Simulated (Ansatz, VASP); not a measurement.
Two plane-wave programs on ScGaN

```
CELL_PARAMETERS angstrom
3.68757 0.00000 0.00000
-1.84378 3.19353 0.00000
0.00000 0.00000 3.59750
ATOMIC_POSITIONS crystal
Sc 0.00000 0.00000 0.00000
Ga 0.66667 0.33333 0.50000
N 0.33333 0.66667 0.50000
```

Change from the starting cell: species swapped into the ZrBeB type (P-6m2, No. 187).

Alike in both runs: functional PBE; k mesh 6 × 6 × 4; occupations gaussian, width 0.1 eV; no spin polarisation.

Ansatz relaxed the structure, and its values are those at the end. VASP's run is a single point on that final structure, the one shown.

|  | VASP | Ansatz |
| --- | --- | --- |
| version | VASP 6.6.1 | Ansatz 0.2.0 |
| potentials or method | VASP PAW PBE potentials, release 64 (Sc_sv, Ga_d, N) | scalar-relativistic, plane waves, PAW |
| plane-wave cutoff (eV) | 520 | 420 |
| valence electrons in the cell | 29 | 29 |

|  | VASP | Ansatz | Ansatz less VASP |
| --- | --- | --- | --- |
| gap on the k mesh at the Fermi level (eV) | none | none | - |
| pressure (GPa) | 0.3 | 0.0 | -0.31 |

A gap of «none» marks a metal or a gap that the smearing closes. The functional is the same, so the differences come from potentials, cutoffs and numerics.

Caveats: the k mesh is coarse (spacing up to 0.44 Å⁻¹), so the values aren't converged.
